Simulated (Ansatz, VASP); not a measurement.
# Al2SbP (CuAu-ordered zincblende type (invented)) in two plane-wave programs, part 3 of 3

One calculation is typed for both programs; each brings its own data sets. How far apart do they land? The cell is generated by rule, not measured, and may not be a known phase. The cell is taken from a series of runs on this material, whose earlier steps may have relaxed, scaled, displaced or heated it; both programs get it as it stands.

VASP 6.6.1 and Ansatz 0.2.0.

So far: The structure; VASP: zone-centre phonons, LDA, pair 1; Ansatz: zone-centre phonons, LDA, pair 1; Differences.

### Step 5. Ansatz: zone-centre phonons, LDA, pair 2

Level of this step: Ansatz beside VASP: Kohn-Sham DFT, plane waves, LDA (Ansatz).

Second derivatives magnify differences that forces hide, and they need a tight electronic threshold.

The cell is taken from a series of runs on this material, whose earlier steps may have relaxed, scaled, displaced or heated it; both programs get it as it stands.

File input.yaml:

```yaml
crystal:
  lattice:
    - [4.0711574223, 0.0, 0.0]
    - [0.0, 4.0711574223, 0.0]
    - [0.0, 0.0, 5.7774493459]
  atoms:
    - { symbol: P, position: [0.0, 0.0, 0.0] }
    - { symbol: Sb, position: [0.5, 0.5, 0.5] }
    - { symbol: Al, position: [0.0, 0.5, 0.222158027] }
    - { symbol: Al, position: [0.5, 0.0, 0.777841973] }
total_charge: -0.4
kpoints:
  mp_grid: { grid: [8, 8, 6] }
hamiltonian:
  xc: lda
scf:
  occupations: { method: fermi_dirac, width: 0.05 }
  n_extra_bands: 10
output:
  eigenvalues: true
phonons:
  method: dfpt
```

Run with:

```
$ ansatz run input.yaml --threads 4 --pin off --max-ram 8192MiB --backend cpu --events-out ev --progress --plain --runs-dir out
```

Numbers of over 12 decimals in the logs are rounded to 6 here.

Output:

```text
[...]
Crystal: 4 atoms, lattice volume = 95.757 Å³
Basis set: ecut = 420 eV, 1875 PW (Γ), exchange–correlation on 60×60×80 points (8 copies of the dense FFT grid, shifted against one another)
Bands: 24, of which v1, the nominal top of the filled ones, is band 13 counted from 1 (12 counted from 0)
Symmetry: 8 space group operations
k-points: 100 of 384 (irreducible under 4 space group operations, time reversal used)
[...]
k-point 1: bands = [... 9 lower, 3.3869, 4.9758, 5.7146, 5.7146, 6.8710, 7.5744, 8.9870, 9.3979, ... 7 higher]
  k-point 2: bands = [... 9 lower, 3.5634, 3.8102, 5.2627, 5.2627, 7.2398, 7.8989, 8.9386, 9.8739, ... 7 higher]
  k-point 99: bands = [... 9 lower, 2.5221, 2.5221, 2.8352, 2.8459, 9.7398, 9.7523, 10.7152, 10.7152, ... 7 higher]
[...]
ASR residual: 2.280e-5 → 0.000e0 eV/Å²; symmetrization residual: 9.441e-6 eV/Å²
  ASR residual per site (eV/Å²): 2.28e-5 1.72e-5 1.14e-5 1.14e-5
[...]
[key lines of the parts left out:]
SCF converged after 11 iterations
Free energy (F): -8085.852665 eV
Fermi energy:    7.548591 eV
```

### Step 6. VASP: zone-centre phonons, LDA, pair 2

The same cell, functional (in two slightly different forms), mesh and smearing now go to VASP, with its own data sets.

File INCAR:

```
SYSTEM = Al2SbP
PREC = Accurate
ENCUT = 500
EDIFF = 1E-08
NELM = 120
ISMEAR = -1
SIGMA = 0.05
LREAL = .FALSE.
ALGO = Normal
GGA = PW92
NELECT = 16.4
NBANDS = 14
LORBIT = 11
LWAVE = .FALSE.
LCHARG = .FALSE.
ISIF = 2
IBRION = 8
LASPH = .TRUE.
GGA_COMPAT = .FALSE.
KPAR = 2
```

File POSCAR:

```
Al2SbP
1.0
    4.0711574223      0.0000000000      0.0000000000
    0.0000000000      4.0711574223      0.0000000000
    0.0000000000      0.0000000000      5.7774493459
P Sb Al
1 1 2
Direct
    0.0000000000      0.0000000000      0.0000000000
    0.5000000000      0.5000000000      0.5000000000
    0.0000000000      0.5000000000      0.2221580270
    0.5000000000      0.0000000000      0.7778419730
```

File KPOINTS:

```
Automatic mesh
0
Gamma
8 8 6
0 0 0
```

PAW data sets: P, Sb and Al (LDA family, release 64).

Run with:

```
$ mpirun -np 2 vasp_std
```

Output:

```text
[banner, memory and clock lines left out]
running    2 mpi-ranks, on    1 nodes
[...]
[... a notice as in an earlier step ...]

 LDA part: xc-table for (Slater(with rela. corr.)+PW92), standard interpolation
 POSCAR, INCAR and KPOINTS ok, starting setup
[...]
entering main loop
       N       E                     dE             d eps       ncg     rms          rms(c)
DAV:   1     0.444864755508E+02    0.44486E+02   -0.53842E+03  1680   0.875E+02
DAV:   2    -0.148689812129E+02   -0.59355E+02   -0.54504E+02  2250   0.130E+02
DAV:   3    -0.184648111169E+02   -0.35958E+01   -0.35545E+01  2238   0.341E+01
DAV:   4    -0.185146911548E+02   -0.49880E-01   -0.49855E-01  1980   0.491E+00
DAV:   5    -0.185155580400E+02   -0.86689E-03   -0.86684E-03  2226   0.666E-01BRMIX: very serious problems
 the old and the new charge density differ
 old charge density:    16.00000 new   16.40000
BRMIX: very serious problems
 the old and the new charge density differ
 old charge density:    16.00000 new   16.40000
    0.599E+00
[...]
RMM:  10    -0.722208016836E-02   -0.11742E-07   -0.46245E-09  6643   0.294E-05    0.862E-06
RMM:  11    -0.722209169259E-02   -0.11524E-07   -0.23911E-09  6570   0.231E-05    0.221E-06
RMM:  12    -0.722209346853E-02   -0.17759E-08    0.41526E-09  7024   0.149E-05    0.601E-07
 first order change of Fermi-energy  -0.24599E-04
 force on displaced ion       3 direction 2 :   0.000  -7.056   0.001
 Linear response progress:
  Degree of freedom:   7/  7
       N       E                     dE             d eps       ncg     rms          rms(c)
RMM:   1    -0.102527377439E-01   -0.10253E-01    0.64311E-03  6987   0.616E-01
RMM:   2    -0.846308172721E-02    0.17897E-02   -0.90212E-04  4509   0.176E-01    0.641E-02
RMM:   3    -0.845488818545E-02    0.81935E-05   -0.48920E-05  4741   0.385E-02    0.378E-02
RMM:   4    -0.846583909341E-02   -0.10951E-04   -0.20625E-05  4635   0.224E-02    0.100E-02
[...]
RMM:   9    -0.845730704974E-02   -0.17988E-07   -0.25630E-09  5052   0.508E-05    0.157E-05
RMM:  10    -0.845732194720E-02   -0.14897E-07    0.41744E-09  5063   0.245E-05    0.278E-06
RMM:  11    -0.845732088435E-02    0.10628E-08   -0.12945E-09  4964   0.134E-05    0.125E-06
 first order change of Fermi-energy   0.40924E+00
 force on displaced ion       3 direction 3 :   0.000   0.000  -9.291
 Linear response finished
```

From OUTCAR (step 6):

```text
  Total        3.9757954      3.9757954      3.7213609      0.0000000      0.0000000      0.0000000
  in kB       66.5215983     66.5215983     62.2644892      0.0000000      0.0000000      0.0000000
  external PRESSURE =      65.1025620 kB  Pullay stress =       0.0000000 kB

 POSITION                                       TOTAL-FORCE (eV/Angst)
 -----------------------------------------------------------------------------------
      0.00000      0.00000      0.00000         0.000000     -0.000000      0.000000
      2.03558      2.03558      2.88872         0.000000      0.000000      0.000000
      0.00000      2.03558      1.28351         0.000000     -0.000000     -0.461519
      2.03558      0.00000      4.49394         0.000000     -0.000000      0.461519
 -----------------------------------------------------------------------------------
    total drift:                               -0.000000     -0.000000     -0.000000

[... 2 parts as in an earlier step ...]
```

### Step 7. Side by side

The two programs side by side:

| quantity | Ansatz | VASP | difference |
| --- | --- | --- | --- |
| optical mode 1 to 2 (cm⁻¹) | 90.5 | 89.1 | +1.60 % |
| optical mode 3 (cm⁻¹) | 228.2 | 229.9 | -0.74 % |
| optical mode 4 to 5 (cm⁻¹) | 312.3 | 316.5 | -1.33 % |
| optical mode 6 (cm⁻¹) | 321.5 | 322.7 | -0.34 % |
| optical mode 7 (cm⁻¹) | 359.8 | 361.5 | -0.49 % |
| optical mode 8 to 9 (cm⁻¹) | 376.2 | 376.5 | -0.06 % |

Modes are paired by rising frequency, not by their patterns, so a pair may set unlike modes beside each other; they are those without the splitting of longitudinal modes. The cell carries a charge of -0.4 e against a uniform background, so its pressure also hangs on how the neutralising background is counted, and in a defect's cell a gap may be the spacing between its levels.

### Step 8. Outcome

| Quantity | Value |
| --- | --- |
| r.m.s. difference of the optical zone-centre modes, each program's sorted by frequency (zone-centre phonons, LDA, pair 1) | 2.2 cm⁻¹ |
| difference in optical mode 1 to 2 (zone-centre phonons, LDA, pair 1) | +1.4 % |
| r.m.s. difference of the optical zone-centre modes, each program's sorted by frequency (zone-centre phonons, LDA, pair 2) | 2.3 cm⁻¹ |
| difference in optical mode 1 to 2 (zone-centre phonons, LDA, pair 2) | +1.6 % |

The r.m.s. difference of the optical zone-centre modes, each program's sorted by frequency is 2.2 cm⁻¹ (zone-centre phonons, LDA, pair 1). The data sets hold unlike numbers of valence electrons (26.16 in Ansatz and 16.16 in VASP and 26.4 in Ansatz and 16.4 in VASP), so part of the differences comes from the potentials. Among the rows given in per cent, the largest difference of the zone-centre phonons, LDA, pair 1 pair is in optical mode 1 to 2, +1.4 %. Among the rows given in per cent, the largest difference of the zone-centre phonons, LDA, pair 2 pair is in optical mode 1 to 2, +1.6 %. How closely two codes agree says nothing of how well the functional describes the real material.

[Lines on the potential files, build, host, timing and source positions are cut from VASP's logs without a mark.]

[Logs are printed without paths, hosts, clocks, repeated set-up lines and the standing remarks that a program may print on its own settings, such as how far it seeks lower states.]

[Hosts, paths, dates, database ids (printed as entryN), source tags and the programs' standing remarks are cut or masked in the printed files.]
